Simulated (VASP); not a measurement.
A run of VASP 6.6.1:

Contents of INCAR:

```
SYSTEM = EuBe2
PREC = Accurate ; ENCUT = 520
EDIFF = 1E-6 ; ISMEAR = 0
SIGMA = 0.1 ; LREAL = .FALSE.
LASPH = .TRUE. ; NELM = 150
ALGO = Fast ; ISIF = 2
LWAVE = .FALSE. ; LCHARG = .FALSE.
ISPIN = 2 ; MAGMOM = 7.26 0.15 0.15
LORBIT = 11 ; LMAXMIX = 6
GGA = PE ; NBANDS = 22
```

File KPOINTS:

```
Automatic mesh
0
G
  12 12 12
  0 0 0
```

Contents of POSCAR:

```
EuBe2
1.0
    0.0000000000      3.2403018161      3.2403018161
    3.2403018161      0.0000000000      3.2403018161
    3.2403018161      3.2403018161      0.0000000000
Eu Be
1 2
Direct
    0.0000000000      0.0000000000      0.0000000000
    0.2500000000      0.2500000000      0.2500000000
    0.7500000000      0.7500000000      0.7500000000
```

Potentials or basis: VASP PAW PBE potentials, release 64 (Eu, Be).

The run is started by

```console
$ cat potpaw_PBE.64/Eu/POTCAR potpaw_PBE.64/Be/POTCAR > POTCAR
$ mpirun -np 1 vasp_std > vasp.out
```

Hardware: 1 thread of Intel(R) Xeon(R) Platinum 8488C (Sapphire Rapids), with other jobs on the host.

Problem. How long does it take, and how much memory?

Solution. It took 6.1 min on 1 thread of Intel(R) Xeon(R) Platinum 8488C (Sapphire Rapids), with other jobs on the host, peak memory 0.38 GiB. Counts: scf iterations 33, k points 72.
